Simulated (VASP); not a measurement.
**Si2Cl: relaxation of cell and atoms with PBE**

The system is Si2Cl.

```
Si Cl
1.0
     1.94039    1.12029    5.50037
    -1.94039    1.12029    5.50037
     0.00000   -2.24057    5.50037
Si Cl
2 1
Direct
  0.14578 0.14578 0.14578
  0.85422 0.85422 0.85422
  0.00000 0.00000 0.00000
```

The cell was built by a generator and needn't be a form met in nature.

- Program: VASP 6.6.1
- Task: relaxation of cell and atoms
- Functional: PBE
- Potentials or basis: VASP PAW PBE potentials, release 64 (Si, Cl)
- Cutoff: 600 eV
- k mesh: 8 × 8 × 8
- Occupations: gaussian, width 0.05 eV
- Spin: no spin polarisation
- Further INCAR settings: ALGO = Normal; EDIFF = 1e-06; IBRION = 2; EDIFFG = -0.005; NSW = 40; ISIF = 3

The relaxed volume is 23.89 Å³/atom and the relaxed cell is a = 5.937 Å, b = 5.937 Å, c = 5.937 Å, α = 38.15°, β = 38.15°, γ = 38.15°. The space group after relaxing (to 0.05 Å) is R-3m (No. 166), the energy gained by relaxing is 0.0 meV/atom and the ionic steps are 7. The pressure after relaxing is 0.0 GPa and the band gap on the k mesh is none (metal or under the smearing width).

Final structure:
```
Si Cl
1.0
     1.94000    1.12006    5.49774
    -1.94000    1.12006    5.49774
     0.00000   -2.24012    5.49774
Si Cl
2 1
Direct
  0.14585 0.14585 0.14585
  0.85415 0.85415 0.85415
  0.00000 0.00000 0.00000
```

Levels at points of the mesh, in eV from the Fermi level:
```csv
k point,band 4,band 5,band 6,band 7,band 8,band 9,band 10,band 11
"(0.00, 0.00, 0.00)",-3.06,-3.06,-1.21,-1.21,0.80,2.62,3.06,3.06
"(0.50, 0.00, 0.00)",-5.74,-3.80,-3.35,-2.60,0.51,1.18,2.55,5.13
"(0.50, 0.50, 0.00)",-5.28,-4.13,-3.80,-1.83,-0.87,1.03,3.29,4.99
"(0.50, 0.50, 0.50)",-3.23,-3.23,-2.54,-0.77,-0.77,1.45,2.73,2.73
```

Wall time 4.8 min on 1 thread of Intel(R) Xeon(R) Platinum 8259CL CPU @ 2.50GHz (Skylake/Cascade Lake) (shared host), peak memory 0.35 GiB.

Caveat: an odd number of electrons without spin polarisation forces a metal; a magnetic or distorted state may lie lower.
